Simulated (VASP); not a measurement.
An input for Ansatz (written as the equivalent of a VASP run, and not itself run):

Ansatz 0.2 input:
```yaml
crystal:
  lattice:
    - [0.0000000, 2.7909203, 2.7909203]
    - [2.7909203, 0.0000000, 2.7909203]
    - [2.7909203, 2.7909203, 0.0000000]
  atoms:
    - { symbol: Na, position: [0.0000000, 0.0000000, 0.0000000] }
    - { symbol: Cl, position: [0.5000000, 0.5000000, 0.5000000] }
kpoints:
  mp_grid: { grid: [7, 7, 7] }
hamiltonian:
  xc: r2scan
  pseudopotentials: { kind: paw }
scf:
  occupations: { method: gaussian, width: 0.05 }
  max_iter: 100
relax:
  max_steps: 30
  f_tol: 0.001
output: { forces: true, stress: true, eigenvalues: true }
```

**Question.** Write the VASP files for the same calculation (r2SCAN).

**Answer.** One answer among several that fit: 
**INCAR**
```
SYSTEM = NaCl
PREC = Accurate
ENCUT = 400
EDIFF = 1E-8
NELM = 100
ALGO = Normal
LREAL = .FALSE.
LASPH = .TRUE.
ISMEAR = 0
SIGMA = 0.05
METAGGA = R2SCAN
LMIXTAU = .TRUE.
LWAVE = .FALSE.
LCHARG = .FALSE.
IBRION = 1
ISIF = 2
NSW = 30
EDIFFG = -0.001
```

POSCAR:
```
NaCl
1.0
  0.0000000000   2.7909203104   2.7909203104
  2.7909203104   0.0000000000   2.7909203104
  2.7909203104   2.7909203104   0.0000000000
Na Cl
1 1
Cart
  0.0000000000   0.0000000000   0.0000000000
  2.7909203104   2.7909203104   2.7909203104
```

KPOINTS:
```
Automatic mesh
0
Gamma
7 7 7
0 0 0
```

POTCAR, in this order: Na_pv Cl (PBE.64 set). Program: vasp_std.

The two are equivalent in intent, not identical: each code has its own PAW files, so the cut-off isn't converted (ENCUT is set for VASP's; basis.ecutwfc is left out, and Ansatz then takes the one that its files recommend); Ansatz stops its SCF on the density residual and VASP on the energy change (EDIFF).

The compound is NaCl in the rock salt structure. It was relaxed first. The start is the result of an earlier pass.
